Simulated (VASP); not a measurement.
Input:

```cif
data_B4P4
_chemical_formula_sum 'B4 P4'
_space_group_name_H-M_alt 'F-43m'
_space_group_IT_number 216
_space_group_name_Hall 'F -4 2 3'
_cell_length_a 4.55306
_cell_length_b 4.55306
_cell_length_c 4.55306
_cell_angle_alpha 90.000
_cell_angle_beta 90.000
_cell_angle_gamma 90.000
loop_
_atom_site_label
_atom_site_type_symbol
_atom_site_symmetry_multiplicity
_atom_site_Wyckoff_symbol
_atom_site_fract_x
_atom_site_fract_y
_atom_site_fract_z
_atom_site_occupancy
B1 B 4 a 0.00000 0.00000 0.00000 1
P1 P 4 d 0.75000 0.75000 0.75000 1
```
(The calculation used a cell of 2 atoms; values per cell refer to that cell.)

Level of theory: optB88-vdW, VASP's PBE PAW potentials (set 64) (plane waves; VASP). Run with 520 eV cut-off, 10×10×10 Γ-centred mesh, Gaussian smearing of 0.050 eV, potentials B P.

Question: Give the energy at these volumes per atom, relative to the lowest: 11.09, 11.44, 11.79, 12.15, 12.50 Å³.

Answer: 23.8, 5.7, 0.0, 4.9, 19.1 meV/atom. A third-order Birch-Murnaghan fit gives B0 = 160 GPa and B0′ = 3.8.

Measured: bulk modulus 176 GPa at 0 K (computed value off by -9.3 %), as given by Tamar Goldzak et al., The Journal of Chemical Physics (2022), arXiv:2208.04865 [0 K, zero-point effect removed]; a 4.525 Å at 0 K (computed value off by +0.6 %), as given by Daniel Mejia-Rodriguez et al., Physical Review B (2018), arXiv:1807.09216 [static lattice: zero-point anharmonic expansion removed].

The compound is BP in the zinc blende structure. It was relaxed first.
